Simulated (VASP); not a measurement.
A VASP calculation is set up with these files.

### POSCAR
```
PbO
1
    4.0717770000     0.0000000000     0.0000000000
    0.0000000000     4.0539320000     0.0000000000
    0.0000000000     0.0000000000     5.1551910000
Pb O
2 2
Direct
  0.5000000000   0.0000000000   0.7650000000
  0.0000000000   0.5000000000   0.2350000000
  0.5000000000   0.5000000000   0.0000000000
  0.0069770000   0.0000000000   0.0000000000
```

INCAR:
```
SYSTEM = PbO
PREC = Accurate
ENCUT = 520
EDIFF = 1E-6
NELM = 100
ALGO = Normal
LREAL = .FALSE.
LASPH = .TRUE.
ISMEAR = 0
SIGMA = 0.05
GGA = PE
LMAXMIX = 4
LWAVE = .FALSE.
LCHARG = .FALSE.
ISIF = 2
```

### KPOINTS
```
Automatic mesh
0
Gamma
5 5 4
0 0 0
```

POTCAR, in this order: Pb_d O (PBE.64 set). Program: vasp_std.

**Question.** Write an equivalent input for Ansatz.

**Answer.** One equivalent input (not run):
Ansatz 0.2 input:
```yaml
crystal:
  lattice:
    - [4.0717770, 0.0000000, 0.0000000]
    - [0.0000000, 4.0539320, 0.0000000]
    - [0.0000000, 0.0000000, 5.1551910]
  atoms:
    - { symbol: Pb, position: [0.5000000, 0.0000000, 0.7650000] }
    - { symbol: Pb, position: [0.0000000, 0.5000000, 0.2350000] }
    - { symbol: O, position: [0.5000000, 0.5000000, 0.0000000] }
    - { symbol: O, position: [0.0069770, 0.0000000, 0.0000000] }
kpoints:
  mp_grid: { grid: [5, 5, 4] }
hamiltonian:
  xc: pbe
  pseudopotentials: { kind: paw }
scf:
  occupations: { method: gaussian, width: 0.05 }
  max_iter: 100
output: { forces: true, stress: true, eigenvalues: true }
```
The two are equivalent in intent, not identical: each code has its own PAW files, so the cut-off isn't converted (ENCUT is set for VASP's; basis.ecutwfc is left out, and Ansatz then takes the one that its files recommend); Ansatz stops its SCF on the density residual and VASP on the energy change (EDIFF).

The compound is PbO in the litharge structure. The cell was not relaxed at this level.
